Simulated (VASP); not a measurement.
Given:

```
CELL_PARAMETERS angstrom
      4.44918     0.00000     0.00000
      0.00000     4.44918     0.00000
      0.00000     0.00000     2.93137
ATOMIC_POSITIONS crystal
  Mn 0.00000 0.00000 0.00000
  Mn 0.50000 0.50000 0.50000
  O  0.30574 0.30574 0.00000
  O  0.80574 0.19426 0.50000
  O  0.19426 0.80574 0.50000
  O  0.69426 0.69426 0.00000
```
Starting moments (μB, in the order of the record's atoms Mn Mn O O O O): 3.0 -3.0 0.0 0.0 0.0 0.0.

These are PBE GGA + U (Dudarev), VASP's PBE PAW potentials (set 64) (plane waves; VASP) values and carry that method's errors. Run with 520 eV cut-off, 6×6×8 Γ-centred mesh, tetrahedra with Blöchl corrections, potentials Mn_pv O, U − J: Mn 3.90 eV.

The cores are frozen, which limits the accuracy of field gradients.

Question: Give the principal components of the electric field gradient (V/Å²) and the asymmetry η at each nucleus.

Answer: 
```
atom   Vxx   Vyy     Vzz     η
----  ----  ----  ------  ----
Mn1   11.5   1.9   -13.4  0.71
Mn2   11.5   1.9   -13.4  0.71
O3    77.6  42.1  -119.7  0.30
O4    77.6  42.1  -119.7  0.30
O5    77.6  42.1  -119.7  0.30
O6    77.6  42.1  -119.7  0.30
```

The compound is MnO2 in the rutile structure. It was relaxed first.
